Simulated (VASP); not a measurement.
# BeC3N3 (Pm-3m) in VASP: further runs

One crystal, BeC3N3, is run at these levels: PBE; tasks: single point, relaxation of cell and atoms.

All numbers are computed with VASP 6.6.1; they aren't measurements. Logs are shortened: lines on timing, memory, paths and dates and some standing lists are left out, and cuts for length are marked.

## 1. The cell of the first run

It takes space group Pm-3m (No. 221, cubic). Conventional cell: a = 3.614 Å, b = 3.614 Å, c = 3.614 Å, α = 90.00°, β = 90.00°, γ = 90.00°. Be (site symmetry m-3m) is surrounded by 6 C at 1.81 Å. C (site symmetry 4/mmm) has 2 Be at 1.81 Å and 4 N at 1.81 Å as nearest neighbours. N (site symmetry 4/mmm) is surrounded by 4 C at 1.81 Å.

The cell was built by a generator and needn't be a form met in nature.

## 2. Single point, PBE (species swapped into the Ca3AsCl3 type (Pm-3m, No. 221))

INCAR reads:

```
SYSTEM = BeC3N3
ALGO     = Fast           ! electronic algorithm
EDIFF    = 1E-6           ! SCF threshold, eV
ENCUT    = 520            ! plane-wave cutoff, eV
GGA      = PE             ! functional
ISIF     = 2              ! what is computed and relaxed
ISMEAR   = 0              ! smearing method
LASPH    = .TRUE.         ! aspherical terms in the spheres
LCHARG   = .TRUE.         ! write CHGCAR
LELF     = .TRUE.         ! ELF
LREAL    = .FALSE.        ! projectors in reciprocal space
LVHAR    = .TRUE.       
LWAVE    = .FALSE.        ! write WAVECAR
NBANDS   = 24             ! bands
NELM     = 60             ! most SCF steps
PREC     = Accurate       ! precision mode
SIGMA    = 0.1            ! smearing width, eV
```

KPOINTS reads:

```
k-points
0
G
  6 6 6
  0 0 0
```

POSCAR reads:

```
BeC3N3
1.0
    3.6135091217      0.0000000000      0.0000000000
    0.0000000000      3.6135091217      0.0000000000
    0.0000000000      0.0000000000      3.6135091217
Be C N
1 3 3
Direct
    0.0000000000      0.0000000000      0.0000000000
    0.5000000000      0.0000000000      0.0000000000
    0.0000000000      0.5000000000      0.0000000000
    0.0000000000      0.0000000000      0.5000000000
    0.5000000000      0.0000000000      0.5000000000
    0.5000000000      0.5000000000      0.0000000000
    0.0000000000      0.5000000000      0.5000000000
```

Potentials or basis: VASP PAW PBE potentials, release 64 (Be, C, N).

Started as:

```
$ cat potpaw_PBE.64/Be/POTCAR potpaw_PBE.64/C/POTCAR potpaw_PBE.64/N/POTCAR > POTCAR
$ mpirun -np 1 vasp_std > vasp.out
```

OUTCAR:

```text
SYSTEM = BeC3N3
   EDIFF = 1E-6
   ENCUT = 520
   GGA = PE
   ISIF = 2
   ISMEAR = 0
   LASPH = .TRUE.
   LREAL = .FALSE.
   NELM = 60
   PREC = Accurate

 ion  position               nearest neighbor table
   1  0.000  0.000  0.000-   2 1.81   3 1.81   4 1.81   4 1.81   3 1.81   2 1.81
   2  0.500  0.000  0.000-   1 1.81   5 1.81   6 1.81   5 1.81   6 1.81   1 1.81
   3  0.000  0.500  0.000-   1 1.81   6 1.81   7 1.81   7 1.81   1 1.81   6 1.81
   4  0.000  0.000  0.500-   1 1.81   5 1.81   7 1.81   1 1.81   7 1.81   5 1.81
   5  0.500  0.000  0.500-   2 1.81   4 1.81   2 1.81   4 1.81
   6  0.500  0.500  0.000-   2 1.81   3 1.81   2 1.81   3 1.81
   7  0.000  0.500  0.500-   3 1.81   4 1.81   3 1.81   4 1.81

  LATTYP: Found a simple cubic cell.
 ALAT       =     3.6135091217

  Lattice vectors:

 A1 = (   3.6135091217,   0.0000000000,   0.0000000000)
 A2 = (   0.0000000000,   3.6135091217,   0.0000000000)
 A3 = (   0.0000000000,   0.0000000000,   3.6135091217)

Analysis of symmetry for initial positions (statically):
=====================================================================
 Subroutine PRICEL returns:
 Original cell was already a primitive cell.

 Routine SETGRP: Setting up the symmetry group for a
 simple cubic supercell.

 Subroutine GETGRP returns: Found 48 space group operations
 (whereof 48 operations were pure point group operations)
 out of a pool of 48 trial point group operations.

The static configuration has the point symmetry O_h .

Analysis of symmetry for dynamics (positions and initial velocities):
=====================================================================
 Subroutine PRICEL returns:
 Original cell was already a primitive cell.

 Routine SETGRP: Setting up the symmetry group for a
 simple cubic supercell.

 Subroutine GETGRP returns: Found 48 space group operations
 (whereof 48 operations were pure point group operations)
 out of a pool of 48 trial point group operations.

The dynamic configuration has the point symmetry O_h .

 Subroutine INISYM returns: Found 48 space group operations
 (whereof 48 operations are pure point group operations),
 and found     1 'primitive' translations

----------------------------------------------------------------------------------------

                                     Primitive cell

  volume of cell :      47.1832

  direct lattice vectors                    reciprocal lattice vectors
     3.613509122  0.000000000  0.000000000     0.276739304  0.000000000  0.000000000
     0.000000000  3.613509122  0.000000000     0.000000000  0.276739304  0.000000000
     0.000000000  0.000000000  3.613509122     0.000000000  0.000000000  0.276739304

  length of vectors
     3.613509122  3.613509122  3.613509122     0.276739304  0.276739304  0.276739304

  position of ions in fractional coordinates (direct lattice)
     0.000000000  0.000000000  0.000000000
     0.500000000  0.000000000  0.000000000
     0.000000000  0.500000000  0.000000000
     0.000000000  0.000000000  0.500000000
     0.500000000  0.000000000  0.500000000
     0.500000000  0.500000000  0.000000000
     0.000000000  0.500000000  0.500000000

  ion indices of the primitive-cell ions
   primitive index   ion index
                 1           1
                 2           2
                 3           3
                 4           4
                 5           5
                 6           6
                 7           7

----------------------------------------------------------------------------------------

 KPOINTS: k-points

Automatic generation of k-mesh.
 Grid dimensions read from file:
 generate k-points for:    6    6    6

 Generating k-lattice:

  Cartesian coordinates                     Fractional coordinates (reciprocal lattice)
     0.046123217  0.000000000  0.000000000     0.166666667  0.000000000  0.000000000
     0.000000000  0.046123217  0.000000000     0.000000000  0.166666667  0.000000000
     0.000000000  0.000000000  0.046123217     0.000000000  0.000000000  0.166666667

  Length of vectors
     0.046123217  0.046123217  0.046123217

  Shift w.r.t. Gamma in fractional coordinates (k-lattice)
     0.000000000  0.000000000  0.000000000

 Subroutine IBZKPT returns following result:
 ===========================================

 Found     20 irreducible k-points:

 Following reciprocal coordinates:
            Coordinates               Weight
  0.000000  0.000000  0.000000      1.000000
  0.166667  0.000000  0.000000      6.000000
  0.333333  0.000000  0.000000      6.000000
  0.500000  0.000000  0.000000      3.000000
  0.166667  0.166667  0.000000     12.000000
  0.333333  0.166667  0.000000     24.000000
[... 12 lines left out ...]
  0.500000  0.500000  0.333333      6.000000
  0.500000  0.500000  0.500000      1.000000
   k-points           NKPTS =     20   k-points in BZ     NKDIM =     20   number of bands    NBANDS=     24
   number of dos      NEDOS =    301   number of ions     NIONS =      7
   total plane-waves  NPLWV =  21952
   dimension x,y,z NGX =    28 NGY =   28 NGZ =   28
   dimension x,y,z NGXF=    56 NGYF=   56 NGZF=   56
   ions per type =               1   3   3
   NGX,Y,Z   is equivalent  to a cutoff of  12.88, 12.88, 12.88 a.u.
   NGXF,Y,Z  is equivalent  to a cutoff of  25.76, 25.76, 25.76 a.u.
 SYSTEM =  BeC3N3
   PREC   = accura    normal or accurate (medium, high low for compatibility)
   ISTART =      0    job   : 0-new  1-cont  2-samecut
   ICHARG =      2    charge: 1-file 2-atom 10-const
   ISPIN  =      1    spin polarized calculation?
   LNONCOLLINEAR =      F non collinear calculations
   LSORBIT =      F    spin-orbit coupling
   LASPH  =      T    aspherical Exc in radial PAW
   ENCUT  =  520.0 eV  38.22 Ry    6.18 a.u.   6.72  6.72  6.72*2*pi/ulx,y,z
   NELM   =     60;   NELMIN=  2; NELMDL= -5     # of ELM steps
   EDIFF  = 0.1E-05   stopping-criterion for ELM
   LREAL  =      F    real-space projection
   EDIFFG = 0.1E-04   stopping-criterion for IOM
   NSW    =      0    number of steps for IOM
   IBRION =     -1    ionic relax: 0-MD 1-quasi-New 2-CG
   NFREE  =      0    steps in history (QN), initial steepest desc. (CG)
   ISIF   =      2    stress and relaxation
   ISYM   =      2    0-nonsym 1-usesym 2-fastsym
   POTIM  = 0.5000    time-step for ionic-motion
   TEBEG  =    0.0;   TEEND  =   0.0 temperature during run
   PSTRESS=    0.0 pullay stress
   NELECT =      29.0000    total number of electrons
   NUPDOWN=      -1.0000    fix difference up-down
   EMIN   =  10.00;   EMAX   =-10.00  energy-range for DOS
   EFERMI =   0.00;   METHOD = LEGACY
   ISMEAR =     0;   SIGMA  =   0.10  broadening in eV -4-tet -1-fermi 0-gaus
   EFERMI_NEDOS =   21; number of points for ismear=-14 and -15
   IALGO  =     68    algorithm
   IMIX   =      4    mixing-type and parameters
     AMIX     =   0.40;   BMIX     =  1.00
     AMIX_MAG =   1.60;   BMIX_MAG =  1.00
  volume/ion in A,a.u.               =       6.74        45.49
  Fermi-wavevector in a.u.,A,eV,Ry     =   1.391912  2.630332 26.360173  1.937418
  Thomas-Fermi vector in A             =   2.515705
   LORBIT       =      0    0 simple, 1 ext, 2 COOP (PROOUT), +10 PAW based schemes
   GGA     = PE    functional components
   LHFCALC =     F    Hartree Fock is set to
   AEXX    =    0.0000 exact exchange contribution
   IVDW    =     0    specifies the selected vdW correction
   LEPSILON=     F    determine dielectric tensor
   LRPA    =     F    only Hartree local field effects (RPA)
 non-spin polarized calculation
 RMM-DIIS sequential band-by-band and
 Gauss-broadening in eV      SIGMA  =   0.10
  energy-cutoff  :      520.00
  volume of cell :       47.18
 maximum number of plane-waves:      1328
 NGX is ok and might be reduce to    28
   NGX = 13   NGY = 13   NGZ = 13

 number of electron      28.9999998 magnetization

 Free energy of the ion-electron system (eV)
  ---------------------------------------------------
  ext. energy  EPLUGINS =         0.00000000
  ---------------------------------------------------
  free energy    TOTEN  =       -36.86859767 eV

  energy without entropy =      -36.84968290  energy(sigma->0) =      -36.85914029

 E-fermi :   6.9673     XC(G=0): -12.5673

 val. band max:        6.9045987250   @ k =   0.5000   0.5000   0.1667
 cond. band min:       6.9849344343   @ k =   0.3333   0.1667   0.0000
 fundamental gap:      0.0803357093
 Fermi energy:         6.9673287393

 k-point     1 :       0.0000    0.0000    0.0000
  band No.  band energies     occupation
      1     -13.1034      2.00000
      2      -7.4466      2.00000
      3      -7.4466      2.00000
      4      -2.5547      2.00000
      5      -2.5547      2.00000
      6      -2.5547      2.00000
[... 16 lines left out ...]
     23      16.9609      0.00000
     24      16.9615      0.00000

 k-point     2 :       0.1667    0.0000    0.0000
  band No.  band energies     occupation
      1     -12.8749      2.00000
      2      -8.1960      2.00000
      3      -7.2994      2.00000
      4      -2.3340      2.00000
      5      -2.3340      2.00000
      6      -2.3220      2.00000
[... 16 lines left out ...]
     23      16.8715      0.00000
     24      16.8716      0.00000

 k-point     3 :       0.3333    0.0000    0.0000
  band No.  band energies     occupation
      1     -12.2016      2.00000
      2      -9.6600      2.00000
      3      -6.9411      2.00000
      4      -2.2974      2.00000
      5      -1.9894      2.00000
      6      -1.7098      2.00000
[... 16 lines left out ...]
     23      16.7869      0.00000
     24      16.7869      0.00000
[... 406 lines left out ...]
 k-point    19 :       0.5000    0.5000    0.3333
  band No.  band energies     occupation
      1      -9.1136      2.00000
      2      -9.1136      2.00000
      3      -8.7252      2.00000
      4      -6.4680      2.00000
      5      -5.4216      2.00000
      6      -5.4216      2.00000
[... 16 lines left out ...]
     23      13.0929      0.00000
     24      13.0929      0.00000

 k-point    20 :       0.5000    0.5000    0.5000
  band No.  band energies     occupation
      1      -8.6605      2.00000
      2      -8.6605      2.00000
      3      -8.6605      2.00000
      4      -6.3145      2.00000
      5      -6.3145      2.00000
      6      -6.3145      2.00000
[... 16 lines left out ...]
     23      10.9830      0.00000
     24      10.9830      0.00000

------------------------ aborting loop because EDIFF is reached ----------------------------------------

  FORCE on cell =-STRESS in cart. coord.  units (eV):
  Direction    XX          YY          ZZ          XY          YZ          ZX
  --------------------------------------------------------------------------------------
  -------------------------------------------------------------------------------------
  Total       -0.0052759     -0.0052759     -0.0052759      0.0000000      0.0000000      0.0000000
  in kB       -0.1791527     -0.1791527     -0.1791527      0.0000000      0.0000000      0.0000000
  external PRESSURE =      -0.1791527 kB  Pullay stress =       0.0000000 kB

 VOLUME and BASIS-vectors are now :
 -----------------------------------------------------------------------------
  energy-cutoff  :      520.00
  volume of cell :       47.18
      direct lattice vectors                 reciprocal lattice vectors
     3.613509122  0.000000000  0.000000000     0.276739304  0.000000000  0.000000000
     0.000000000  3.613509122  0.000000000     0.000000000  0.276739304  0.000000000
     0.000000000  0.000000000  3.613509122     0.000000000  0.000000000  0.276739304

 POSITION                                       TOTAL-FORCE (eV/Angst)
 -----------------------------------------------------------------------------------
      0.00000      0.00000      0.00000         0.000000      0.000000      0.000000
      1.80675      0.00000      0.00000         0.000000      0.000000      0.000000
      0.00000      1.80675      0.00000         0.000000      0.000000      0.000000
      0.00000      0.00000      1.80675         0.000000      0.000000      0.000000
      1.80675      0.00000      1.80675         0.000000      0.000000      0.000000
      1.80675      1.80675      0.00000         0.000000      0.000000      0.000000
      0.00000      1.80675      1.80675         0.000000      0.000000      0.000000
 -----------------------------------------------------------------------------------
    total drift:                                0.000000      0.000000      0.000000

  FREE ENERGIE OF THE ION-ELECTRON SYSTEM (eV)
  ---------------------------------------------------
  free  energy   TOTEN  =       -36.8685976695 eV

  energy  without entropy=      -36.8496829028  energy(sigma->0) =      -36.85914029
```

It took 30 s on 1 thread of Intel Xeon Platinum 8259CL at 2.50GHz (Skylake/Cascade Lake), shared host; peak memory 0.15 GiB.

Results:

| Property | Result |
| --- | --- |
| Free energy | -36.8686 eV |
| Pressure | 0.0 GPa |
| Band gap on the k mesh | none (metal or under the smearing width) |

## 3. Relaxation of cell and atoms, PBE (species swapped into the Ca3AsCl3 type (Pm-3m, No. 221))

INCAR reads:

```
ALGO     = Normal         # electronic algorithm
EDIFF    = 1E-6           # SCF threshold, eV
EDIFFG   = -0.04          # ionic threshold
ENCUT    = 600            # plane-wave cutoff, eV
GGA      = PE             # functional
IBRION   = 2              # ionic algorithm
ISIF     = 3              # what is computed and relaxed
ISMEAR   = 0              # smearing method
LASPH    = T              # aspherical terms in the spheres
LCHARG   = F              # write CHGCAR
LREAL    = F              # projectors in reciprocal space
LWAVE    = F              # write WAVECAR
NELM     = 80             # most SCF steps
NSW      = 90             # ionic steps
PREC     = Accurate       # precision mode
SIGMA    = 0.1            # smearing width, eV
```

KPOINTS reads:

```
k-points
0
Gamma
  6 6 6
```

Changes to POSCAR since step 2:

```diff
@@ -2,5 +2,5 @@
 1.0
-    3.6135091217      0.0000000000      0.0000000000
-    0.0000000000      3.6135091217      0.0000000000
-    0.0000000000      0.0000000000      3.6135091217
+    3.6326650615      0.0000000000      0.0000000000
+    0.0000000000      3.6326650615      0.0000000000
+    0.0000000000      0.0000000000      3.6326650615
 Be C N
```

Potentials or basis: VASP PAW PBE potentials, release 64 (Be, C, N).

Started as:

```
$ cat potpaw_PBE.64/Be/POTCAR potpaw_PBE.64/C/POTCAR potpaw_PBE.64/N/POTCAR > POTCAR
$ mpirun -np 1 vasp_std > vasp.out
```

Wall time 38 s (1 thread of Intel Xeon Platinum 8259CL at 2.50GHz (Skylake/Cascade Lake), shared host); peak memory 0.17 GiB.

The run converged. Its results:

```yaml
Free_energy: -36.8784 eV
Relaxed_volume: 6.72 Å³/atom
Relaxed_cell: a = 3.610 Å, b = 3.610 Å, c = 3.610 Å, α = 90.00°, β = 90.00°, γ = 90.00°
Space_group_after_relaxing_to_0.05_Å: Pm-3m (No. 221)
Energy_gained_by_relaxing: 1.1 meV/atom
Ionic_steps: 2
Pressure_after_relaxing: 0.2 GPa
Band_gap_on_the_k_mesh: none (metal or under the smearing width)
```

Step by step:
```csv
step,energy change (eV),largest force (eV/Å),pressure (GPa),volume (Å³)
1,0.0000,0.0000,-3.00,47.94
2,-0.0080,0.0000,0.17,47.05
```

Final structure:
```
Be C N
1.0
     3.61018    0.00000    0.00000
     0.00000    3.61018    0.00000
     0.00000    0.00000    3.61018
Be C N
1 3 3
Cartesian
  0.0000 0.0000 0.0000
  1.8051 0.0000 0.0000
  0.0000 1.8051 0.0000
  0.0000 0.0000 1.8051
  1.8051 0.0000 1.8051
  1.8051 1.8051 0.0000
  0.0000 1.8051 1.8051
```

Levels at points of the mesh, in eV from the Fermi level:
```tsv
k point	band 12	band 13	band 14	band 15	band 16	band 17	band 18
(0.00, 0.00, 0.00)	-4.93	-1.55	-1.55	-1.55	0.78	0.78	0.78
(0.50, 0.00, 0.00)	-1.82	-1.69	-0.67	-0.67	-0.09	1.22	2.85
(0.50, 0.50, 0.00)	-1.92	-1.57	-0.25	1.82	1.82	2.69	2.69
(0.50, 0.50, 0.50)	0.89	0.89	1.79	1.79	2.00	2.00	2.00
```
